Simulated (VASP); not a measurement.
Data:

```
CELL_PARAMETERS angstrom
      4.20217     0.00000     0.00000
      0.00000     4.20217     0.00000
      0.00000     0.00000     4.20217
ATOMIC_POSITIONS crystal
  Ca 0.00000 0.00000 0.00000
  B  0.20168 0.50000 0.50000
  B  0.79832 0.50000 0.50000
  B  0.50000 0.20168 0.50000
  B  0.50000 0.79832 0.50000
  B  0.50000 0.50000 0.20168
  B  0.50000 0.50000 0.79832
```

Calculation: LDA (Ceperley-Alder, Perdew-Zunger), VASP's LDA PAW potentials (set 64) (plane waves; VASP 6.6.1). Settings: 400 eV cut-off, 4×4×4 Γ-centred mesh shifted by (0.5, 0.5, 0.5), Fermi-Dirac smearing of 0.14 eV, potentials Ca_sv B.

At this cut-off the stress carries a Pulay error, which pulls relaxed volumes low. Energy and stress use the plane-wave basis of the starting cell.

### Question
The ions, cell shape and volume are relaxed. Which structure does the run end with?

### Answer

```
CELL_PARAMETERS angstrom
      4.09230     0.00000     0.00000
      0.00000     4.09230     0.00000
      0.00000     0.00000     4.09230
ATOMIC_POSITIONS crystal
  Ca 0.00000 0.00000 0.00000
  B  0.20155 0.50000 0.50000
  B  0.79845 0.50000 0.50000
  B  0.50000 0.20155 0.50000
  B  0.50000 0.79845 0.50000
  B  0.50000 0.50000 0.20155
  B  0.50000 0.50000 0.79845
```
Space group Pm-3m (221), at a tolerance of 0.03 Å.

### Question
How do energy and volume change from the first to the last step?

### Answer
The energy (σ→0) changes by -31.2 meV/atom and the volume by -7.6 %, in 5 ionic steps.

The structure comes from a computed database's CaB6 entry; how it stands against other phases isn't given here. This run relaxes it. Symmetry was kept, so distortions that lower it aren't found. The run is one of a series of settings (EDIFFG = -0.01, GGA removed, IBRION = 2, ISIF = 3, ISMEAR = -1, NSW = 50, KPOINTS 4×4×4 Γ-centred mesh shifted by (0.5, 0.5, 0.5), POTCAR Ca_sv B (LDA.64 set) against the base run), some of them coarse on purpose.
